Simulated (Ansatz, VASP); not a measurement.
# Cross-check of Ca (ladder Ca chain) between VASP and Ansatz, part 2 of 2

One calculation is typed for both programs; each brings its own data sets. How far apart do they land? The structure shown is the start of the Ansatz relaxation below; VASP solves that cell, so the two are compared at the walk's first step.

VASP 6.6.1 and Ansatz 0.2.0.

So far. Step 4 (Differences): The forces differ by 4.0 meV/Å r.m.s., which is 1.2 % of the r.m.s. force of 0.333 eV/Å (both taken over all components).

## (6) VASP: single point, LDA, start cell

Level of this step: LDA, spin-polarised from a ferromagnetic start; plane waves and PAW (Ca_sv) (VASP).

The same cell, functional (in two slightly different forms), mesh and smearing now go to VASP, with its own data sets.

INCAR reads:

```
SYSTEM = Ca
PREC = Accurate
ENCUT = 400
EDIFF = 1E-06
NELM = 200
ISMEAR = -1
SIGMA = 0.05
LREAL = .FALSE.
ALGO = Normal
GGA = CA
NBANDS = 18
ISPIN = 2
MAGMOM = 0.05 0.05
LORBIT = 11
LWAVE = .FALSE.
LCHARG = .FALSE.
ISIF = 2
LASPH = .TRUE.
GGA_COMPAT = .FALSE.
KPAR = 2
```

POSCAR reads:

```
Ca
1.0
   13.5000000000      0.0000000000      0.0000000000
    0.0000000000     12.0000000000      0.0000000000
    0.0000000000      0.0000000000      3.4443200000
Ca
2
Direct
    0.3910103704      0.5000000000      0.0000000000
    0.6089896296      0.5000000000      0.5000000000
```

KPOINTS reads:

```
Automatic mesh
0
Gamma
1 1 24
0 0 0
```

Potentials, in the order of the species: Ca_sv (LDA family, release 64).

Run with:

```bash
$ mpirun -np 2 vasp_std
```

Numbers of over 12 decimals in the logs are rounded to 6 here.

The log of the run:

```text
[banner, memory and clock lines left out]
running    2 mpi-ranks, on    1 nodes
[...]
LDA part: xc-table for (Slater(with rela. corr.)+CA(PZ))
 , standard interpolation
 POSCAR, INCAR and KPOINTS ok, starting setup
[...]
entering main loop
       N       E                     dE             d eps       ncg     rms          rms(c)
DAV:   1     0.878299951901E+02    0.87830E+02   -0.83546E+03  1360   0.587E+02
DAV:   2     0.663989275357E+01   -0.81190E+02   -0.80501E+02  1346   0.176E+02
DAV:   3    -0.268196051932E+01   -0.93219E+01   -0.91493E+01  1824   0.346E+01
DAV:   4    -0.299825996566E+01   -0.31630E+00   -0.31422E+00  1270   0.767E+00
[...]
DAV:  25    -0.170562100087E+01   -0.46771E-05   -0.83532E-07   886   0.304E-03    0.906E-04
DAV:  26    -0.170562248199E+01   -0.14811E-05   -0.63435E-07   858   0.208E-03    0.309E-04
DAV:  27    -0.170562303923E+01   -0.55723E-06   -0.12343E-07   770   0.121E-03
   1 F= -.17056230E+01 E0= -.16877722E+01  d E =-.357016E-01  mag=     0.4998
```

Parts of OUTCAR (step 6):

```text
  Total        1.0614424     -0.0061392      2.6604657      0.0000000      0.0000000      0.0000000
  in kB        3.0478144     -0.0176281      7.6392327      0.0000000      0.0000000      0.0000000
  external PRESSURE =       3.5564730 kB  Pullay stress =       0.0000000 kB

 POSITION                                       TOTAL-FORCE (eV/Angst)
 -----------------------------------------------------------------------------------
      5.27864      6.00000      0.00000        -0.353338      0.000000      0.000000
      8.22136      6.00000      1.72216         0.353338      0.000000      0.000000
 -----------------------------------------------------------------------------------
    total drift:                                0.000000     -0.000000     -0.000000

  FREE ENERGIE OF THE ION-ELECTRON SYSTEM (eV)
  ---------------------------------------------------
  free  energy   TOTEN  =        -1.7056230392 eV

  energy  without entropy=       -1.6699214570  energy(sigma->0) =       -1.68777225

 magnetization (x)
# of ion       s       p       d       tot
------------------------------------------
    1        0.002   0.007   0.042   0.050
    2        0.002   0.007   0.042   0.050
--------------------------------------------------
tot          0.003   0.014   0.083   0.101

[... 1 part as in an earlier step ...]

[... 2 further parts left out ...]
[key lines of the parts left out:]
E-fermi :  -1.9611
```

## (7) Side by side

What differs besides the data sets and the points named for the pairs above, as far as they apply: VASP starts from the moments at which Ansatz ended; the two LDA forms differ slightly; VASP's log shows a relativistic correction to its local exchange, Ansatz's none. Total energies have different zeros and are not compared.

Forces (eV/Å; atoms numbered as in POSCAR):

```tsv
atom	Ansatz x, y, z	VASP x, y, z
Ca1	-0.342, 0.000, 0.000	-0.353, 0.000, 0.000
Ca2	0.342, 0.000, 0.000	0.353, 0.000, 0.000
```

The forces differ by 6.5 meV/Å r.m.s., which is 3.2 % of the r.m.s. force of 0.204 eV/Å (both taken over all components). Moments aren't recorded for both runs of this pair, so they may hold unlike magnetic states.

## (8) Ansatz: relaxation, RPBE

The two programs are compared at the cell with which this relaxation starts, whose forces are those of its first step.

The structure compared here is the start of the Ansatz relaxation; VASP solves that cell, so the two are compared at the walk's first step.

input.yaml reads:

```yaml
crystal:
  lattice:
    - [13.5, 0.0, 0.0]
    - [0.0, 12.0, 0.0]
    - [0.0, 0.0, 3.44432]
  atoms:
    - { symbol: Ca, position: [0.39101037, 0.5, 0.0], spin: 0.5 }
    - { symbol: Ca, position: [0.60898963, 0.5, 0.5], spin: 0.5 }
magnetization:
  spin_polarized: true
kpoints:
  mp_grid: { grid: [1, 1, 24] }
scf:
  occupations: { method: fermi_dirac, width: 0.05 }
hamiltonian:
  xc: rpbe
relax:
  cell: { fix: [a, b, alpha, beta, gamma] }
  max_steps: 60
```

Run with:

```bash
$ ansatz run input.yaml --threads 4 --pin off --max-ram 16384MiB --backend cpu --events-out ev --progress --plain --runs-dir out
```

The log of the run:

```text
[...]
Crystal: 2 atoms, lattice volume = 557.980 Å³
Basis set: ecut = 420 eV, 10943 PW (Γ), exchange–correlation on 192×162×48 points (8 copies of the dense FFT grid, shifted against one another)
Bands: 15, of which v1, the nominal top of the filled ones, is band 10 counted from 1 (9 counted from 0)
Symmetry: 8 space group operations
[...]
0.000000       0.000000      -0.002436
  P = ⅓ Tr σ = 0.0066 GPa (0.066 kbar)
--- Relaxed structure (4 steps of the walk, 4 accepted, 1 SCFs on fresh bases) ---
[...]
cell:  # Å, volume = 632.7193 Å³
    - [13.5, 0.0, 0.0]
    - [0.0, 12.0, 0.0]
    - [0.0, 0.0, 3.905675]
  atoms:
    - { symbol: Ca, position: [0.381080, 0.5, 0.0] }
    - { symbol: Ca, position: [0.618920, 0.5, 0.500000] }
[key lines of the parts left out:]
SCF converged after 7 iterations
Magnetization: 0.4185 μB (10.2093 up, 9.7907 down)
Free energy (F): -3640.354729 eV
Fermi energy:    -1.417391 eV
```

## (9) VASP: single point, RPBE, start cell

The same cell, functional, mesh and smearing now go to VASP, with its own data sets.

Changes to INCAR since step 6:

```diff
@@ -9,6 +9,6 @@
 ALGO = Normal
-GGA = CA
+GGA = RP
 NBANDS = 18
 ISPIN = 2
-MAGMOM = 0.05 0.05
+MAGMOM = 0.06 0.06
 LORBIT = 11
```

POSCAR is that of step 6.

KPOINTS is that of step 6.

Potentials, in the order of the species: Ca_sv (PBE family, release 64).

Run with:

```bash
$ mpirun -np 2 vasp_std
```

The log of the run:

```text
[banner, memory and clock lines left out]
running    2 mpi-ranks, on    1 nodes
[...]
|                                                                             |
|               ----> ADVICE to this user running VASP <----                  |
|                                                                             |
|     You enforced a specific xc type in the INCAR file but a different       |
|     [... a line on the potential file left out ...]
|     I HOPE YOU KNOW WHAT YOU ARE DOING!                                     |
|                                                                             |

 LDA part: xc-table for (Slater+PW92), standard interpolation
 POSCAR, INCAR and KPOINTS ok, starting setup
[...]
entering main loop
       N       E                     dE             d eps       ncg     rms          rms(c)
DAV:   1     0.878597507909E+02    0.87860E+02   -0.83638E+03  1360   0.587E+02
DAV:   2     0.739375214314E+01   -0.80466E+02   -0.79769E+02  1326   0.176E+02
DAV:   3    -0.181905755410E+01   -0.92128E+01   -0.90726E+01  1836   0.344E+01
DAV:   4    -0.212660234943E+01   -0.30754E+00   -0.30453E+00  1272   0.767E+00
[...]
DAV:  24    -0.108195535632E+01   -0.16922E-05   -0.15183E-06  1074   0.551E-03    0.331E-04
DAV:  25    -0.108195637935E+01   -0.10230E-05   -0.88673E-07   914   0.430E-03    0.208E-04
DAV:  26    -0.108195650260E+01   -0.12325E-06   -0.39612E-07   922   0.311E-03
   1 F= -.10819565E+01 E0= -.10704666E+01  d E =-.229798E-01  mag=     0.7653
```

Parts of OUTCAR (step 9):

```text
  Total        1.8768790     -0.0042313      4.4394642      0.0000000      0.0000000      0.0000000
  in kB        5.3892503     -0.0121497     12.7474300      0.0000000      0.0000000      0.0000000
  external PRESSURE =       6.0415102 kB  Pullay stress =       0.0000000 kB

 POSITION                                       TOTAL-FORCE (eV/Angst)
 -----------------------------------------------------------------------------------
      5.27864      6.00000      0.00000        -0.627599      0.000000      0.000000
      8.22136      6.00000      1.72216         0.627599      0.000000      0.000000
 -----------------------------------------------------------------------------------
    total drift:                                0.000000     -0.000000     -0.000000

  FREE ENERGIE OF THE ION-ELECTRON SYSTEM (eV)
  ---------------------------------------------------
  free  energy   TOTEN  =        -1.0819565026 eV

  energy  without entropy=       -1.0589767320  energy(sigma->0) =       -1.07046662

 magnetization (x)
# of ion       s       p       d       tot
------------------------------------------
    1        0.001   0.012   0.066   0.079
    2        0.001   0.012   0.066   0.079
--------------------------------------------------
tot          0.002   0.024   0.132   0.157

[... 2 parts as in an earlier step ...]

[... 1 further part left out ...]
[key lines of the parts left out:]
E-fermi :  -1.8002
```

## (10) Side by side

What differs besides the data sets and the points named for the pairs above, as far as they apply: Ansatz makes its cores anew for this functional, VASP keeps those of its PBE data sets. Total energies have different zeros and are not compared.

Forces (eV/Å; atoms numbered as in POSCAR):

```tsv
atom	Ansatz x, y, z	VASP x, y, z
Ca1	-0.619, 0.000, 0.000	-0.628, 0.000, 0.000
Ca2	0.619, 0.000, 0.000	0.628, 0.000, 0.000
```

The forces differ by 5.0 meV/Å r.m.s., which is 1.4 % of the r.m.s. force of 0.362 eV/Å (both taken over all components). Moments aren't recorded for both runs of this pair, so they may hold unlike magnetic states.

## (11) Summary of results

| Item | Value |
| --- | --- |
| r.m.s. force difference (single point, PBE, start cell) | 1.2 % of the r.m.s. force |
| r.m.s. force difference (single point, LDA, start cell) | 3.2 % of the r.m.s. force |
| r.m.s. force difference (single point, RPBE, start cell) | 1.4 % of the r.m.s. force |

What this shows: The r.m.s. force difference is 3.2 % of the r.m.s. force (single point, LDA, start cell), beyond the 3 % picked in this series as the mark of a large difference. 5 further runs of this series are not shown here. Such differences can come from data sets, numerical settings and the points named under the comparisons, not from the functional's error against experiment.

[Lines on the potential files, build, host, timing and source positions are cut from VASP's logs without a mark.]

[Logs are printed without paths, hosts, clocks, repeated set-up lines and the standing remarks that a program may print on its own settings, such as how far it seeks lower states.]

[Hosts, paths, dates, database ids (printed as entryN), source tags and the programs' standing remarks are cut or masked in the printed files.]
